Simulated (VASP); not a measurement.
The system is Sb2TeO2.

```
Sb Te O
1.0
    -2.00000    2.00000    6.70000
     2.00000   -2.00000    6.70000
     2.00000    2.00000   -6.70000
Sb Te O
2 1 2
Direct
  0.35500 0.35500 0.00000
  0.64500 0.64500 0.00000
  0.00000 0.00000 0.00000
  0.75000 0.25000 0.50000
  0.25000 0.75000 0.50000
```

The cell was built by a generator and needn't be a form met in nature.

```yaml
Program: VASP 6.6.1
Task: relaxation of cell and atoms
Functional: PBE
Potentials_or_basis: VASP PAW PBE potentials, release 64 (Sb, Te, O)
Cutoff: 520 eV
k_mesh: 5 × 5 × 5
Occupations: gaussian, width 0.15 eV
Spin: no spin polarisation
```

At the start: pressure -10.6 GPa; volume 21.44 Å³/atom.

Problem. How do energy, volume and symmetry change on relaxing?

Solution. Over 8 steps the energy falls by 158.7 meV/atom and the volume is 18.97 Å³/atom (-11.5 %); space group I4/mmm (No. 139, to 0.05 Å).

The path:
```csv
step,energy change (eV),largest force (eV/Å),pressure (GPa),volume (Å³)
1,0.0000,2.5243,-10.65,107.20
2,-0.4993,1.1455,11.29,86.55
3,-0.7600,0.5163,0.76,93.35
4,-0.7602,0.4566,1.09,93.07
5,-0.7598,0.4006,1.44,92.80
6,-0.7892,0.0808,0.81,94.10
7,-0.7932,0.1082,0.25,95.01
8,-0.7934,0.0789,0.22,94.87
```

Final structure:
```yaml
crystal:
  lattice:
    - [-1.94817, 1.94817, 6.24900]
    - [1.94817, -1.94817, 6.24900]
    - [1.94817, 1.94817, -6.24900]
  atoms:
    - { symbol: Sb, position: [0.34614, 0.34614, 0.00000] }
    - { symbol: Sb, position: [0.65386, 0.65386, 0.00000] }
    - { symbol: Te, position: [0.00000, 0.00000, 0.00000] }
    - { symbol: O, position: [0.75000, 0.25000, 0.50000] }
    - { symbol: O, position: [0.25000, 0.75000, 0.50000] }
```

Caveat: the k mesh is coarse (spacing up to 0.44 Å⁻¹), so the values aren't converged; the relaxation stopped at a loose force limit of 0.08 eV/Å, so its end isn't a converged minimum.
